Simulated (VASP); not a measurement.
All values below come from PBE GGA, VASP's PBE PAW potentials (set 64) (plane waves; VASP).

A VASP calculation is set up with these files.

**POSCAR**
```
WB
1
    3.7553740157    -0.0000000000     0.0000000000
   -1.8776870079     3.2522493433    -0.0000000000
   -0.0000000000    -0.0000000000     4.3492766477
W B
2 2
Direct
  0.3333330000   0.6666670000   0.9377344438
  0.6666670000   0.3333330000   0.4377344438
  0.3333330000   0.6666670000   0.4372655562
  0.6666670000   0.3333330000   0.9372655562
```

KPOINTS:
```
Automatic mesh
0
Gamma
 9 9 7
0 0 0
```

**INCAR**
```
ALGO = Normal
EDIFF = 1E-6
EDIFFG = -0.02
ENCUT = 520
GGA = PE
IBRION = 2
ISIF = 3
ISMEAR = 1
LASPH = .TRUE.
LCHARG = .FALSE.
LMAXMIX = 6
LREAL = .FALSE.
LWAVE = .FALSE.
NELM = 100
NSW = 60
PREC = Accurate
SIGMA = 0.1
SYSTEM = WB
```

POTCAR, in this order: W_sv B (PBE.64 set). Program: vasp_std.

Output of the run:

### OUTCAR
```
 ion  position               nearest neighbor table
   1  0.333  0.667  0.938-   4 2.17   4 2.17   4 2.17   3 2.17   3 2.18   2 3.07   2 3.07   2 3.07
                             2 3.07   2 3.07   2 3.07
   2  0.667  0.333  0.438-   3 2.17   3 2.17   3 2.17   4 2.17   4 2.18   1 3.07   1 3.07   1 3.07
                             1 3.07   1 3.07   1 3.07
   3  0.333  0.667  0.437-   2 2.17   2 2.17   2 2.17   1 2.17   1 2.18
   4  0.667  0.333  0.937-   1 2.17   1 2.17   1 2.17   2 2.17   2 2.18
  LATTYP: Found a hexagonal cell.
 ALAT       =     3.7553740157
 C/A-ratio  =     1.1581473988
 Subroutine PRICEL returns:
 Original cell was already a primitive cell.
 Subroutine GETGRP returns: Found 12 space group operations
The static configuration has the point symmetry C_3v.
 The point group associated with its full space group is C_6v.
The dynamic configuration has the point symmetry C_3v.
 Subroutine INISYM returns: Found 12 space group operations
 Subroutine IBZKPT returns following result:
 Found     48 irreducible k-points:

 Following reciprocal coordinates:
            Coordinates               Weight
  0.000000  0.000000  0.000000      1.000000
  0.111111  0.000000  0.000000      6.000000
  0.222222  0.000000  0.000000      6.000000
  0.333333 -0.000000  0.000000      6.000000
  0.444444  0.000000  0.000000      6.000000
  0.111111  0.111111  0.000000      6.000000
  0.222222  0.111111  0.000000     12.000000
  0.333333  0.111111  0.000000     12.000000
  0.444444  0.111111  0.000000      6.000000
  0.222222  0.222222  0.000000      6.000000
  0.333333  0.222222  0.000000     12.000000
  0.333333  0.333333  0.000000      2.000000
  0.000000  0.000000  0.142857      2.000000
  0.111111  0.000000  0.142857     12.000000
  0.222222  0.000000  0.142857     12.000000
  0.333333 -0.000000  0.142857     12.000000
  0.444444  0.000000  0.142857     12.000000
  0.111111  0.111111  0.142857     12.000000
...
```

**OSZICAR**
```
       N       E                     dE             d eps       ncg     rms          rms(c)
DAV:   1     0.349591002346E+03    0.34959E+03   -0.20754E+04  2048   0.177E+03
DAV:   2    -0.279754036795E+02   -0.37757E+03   -0.36893E+03  2189   0.507E+02
DAV:   3    -0.448151936001E+02   -0.16840E+02   -0.16448E+02  2536   0.973E+01
DAV:   4    -0.451748859247E+02   -0.35969E+00   -0.35771E+00  2391   0.136E+01
DAV:   5    -0.451806305138E+02   -0.57446E-02   -0.57429E-02  2361   0.184E+00    0.389E+01
DAV:   6    -0.389088114465E+02    0.62718E+01   -0.32247E+01  2428   0.341E+01    0.844E+00
DAV:   7    -0.388973541786E+02    0.11457E-01   -0.89973E-01  2436   0.554E+00    0.376E+00
DAV:   8    -0.388669796307E+02    0.30375E-01   -0.75555E-02  2293   0.246E+00    0.624E-01
DAV:   9    -0.388660545020E+02    0.92513E-03   -0.58574E-03  2526   0.641E-01    0.936E-02
DAV:  10    -0.388659946958E+02    0.59806E-04   -0.81941E-04  2448   0.236E-01    0.723E-02
DAV:  11    -0.388659989700E+02   -0.42743E-05   -0.16098E-04  2573   0.896E-02    0.104E-02
DAV:  12    -0.388659982513E+02    0.71874E-06   -0.12282E-05  2083   0.234E-02    0.336E-03
DAV:  13    -0.388659982398E+02    0.11493E-07   -0.47265E-07  1403   0.716E-03
   1 F= -.38865998E+02 E0= -.38866469E+02  d E =-.388660E+02
       N       E                     dE             d eps       ncg     rms          rms(c)
DAV:   1    -0.388675378054E+02   -0.15396E-02   -0.10406E-01  2031   0.395E+00    0.301E-01
DAV:   2    -0.388665505746E+02    0.98723E-03   -0.84589E-03  2216   0.887E-01    0.143E-01
DAV:   3    -0.388659245236E+02    0.62605E-03   -0.12952E-03  2394   0.326E-01    0.418E-02
DAV:   4    -0.388659243563E+02    0.16731E-06   -0.11143E-04  2289   0.900E-02    0.161E-02
DAV:   5    -0.388659227187E+02    0.16376E-05   -0.67302E-06  2429   0.233E-02    0.805E-03
DAV:   6    -0.388659225536E+02    0.16510E-06   -0.55552E-07  1243   0.891E-03
   2 F= -.38865923E+02 E0= -.38866302E+02  d E =0.756862E-04
       N       E                     dE             d eps       ncg     rms          rms(c)
DAV:   1    -0.388666534108E+02   -0.73069E-03   -0.30820E-02  2031   0.215E+00    0.163E-01
DAV:   2    -0.388663675667E+02    0.28584E-03   -0.25093E-03  2221   0.486E-01    0.783E-02
DAV:   3    -0.388661822848E+02    0.18528E-03   -0.38923E-04  2394   0.180E-01    0.229E-02
DAV:   4    -0.388661830966E+02   -0.81181E-06   -0.34439E-05  2279   0.504E-02    0.886E-03
DAV:   5    -0.388661828187E+02    0.27795E-06   -0.19473E-06  1688   0.131E-02
   3 F= -.38866183E+02 E0= -.38866613E+02  d E =-.184579E-03
```

OUTCAR:
```
------------------------ aborting loop because EDIFF is reached ----------------------------------------
  FORCE on cell =-STRESS in cart. coord.  units (eV):
  Direction    XX          YY          ZZ          XY          YZ          ZX
  --------------------------------------------------------------------------------------
  Total       -0.0272615     -0.0272615     -0.0316299      0.0000000      0.0000000      0.0000000
  in kB       -0.8219630     -0.8219630     -0.9536748      0.0000000      0.0000000      0.0000000
  external PRESSURE =      -0.8658669 kB  Pullay stress =       0.0000000 kB
  volume of cell :       53.14
      direct lattice vectors                 reciprocal lattice vectors
     3.754133498  0.000000000  0.000000000     0.266373053  0.153790552 -0.000000000
    -1.877066749  3.251175024  0.000000000    -0.000000000  0.307581103 -0.000000000
     0.000000000  0.000000000  4.353692942     0.000000000 -0.000000000  0.229690062
 POSITION                                       TOTAL-FORCE (eV/Angst)
 -----------------------------------------------------------------------------------
     -0.00000      2.16745      4.08172         0.000000     -0.000000     -0.005122
      1.87707      1.08372      1.90487        -0.000000     -0.000000     -0.005122
     -0.00000      2.16745      1.90461         0.000000     -0.000000      0.005122
      1.87707      1.08372      4.08146        -0.000000      0.000000      0.005122
 -----------------------------------------------------------------------------------
    total drift:                               -0.001969      0.001137     -0.000030
  FREE ENERGIE OF THE ION-ELECTRON SYSTEM (eV)
  ---------------------------------------------------
  free  energy   TOTEN  =       -38.8661828187 eV

  energy  without entropy=      -38.8674745322  energy(sigma->0) =      -38.86661339

 reached required accuracy - stopping structural energy minimisation
```
(Selected blocks of OUTCAR.)

### CONTCAR
```
WB
   1.00000000000000
     3.7541334983337515    0.0000000000000191    0.0000000000000000
    -1.8770667492168429    3.2511750237023969    0.0000000000000000
     0.0000000000000000    0.0000000000000000    4.3536929422035184
  W               B
     2     2
Direct
     0.3333330000000032    0.6666669999999968    0.9375297281307355
     0.6666669999999968    0.3333330000000032    0.4375297281307355
     0.3333330000000032    0.6666669999999968    0.4374702718692645
     0.6666669999999968    0.3333330000000032    0.9374702718692645
```

The structure was generated: WB was put into the wurtzite type (P6_3mc), which need not be its known phase. This run relaxes it. It ends in space group P6_3/mmc. Symmetry was kept, so distortions that lower it aren't found. The start is the result of an earlier pass.
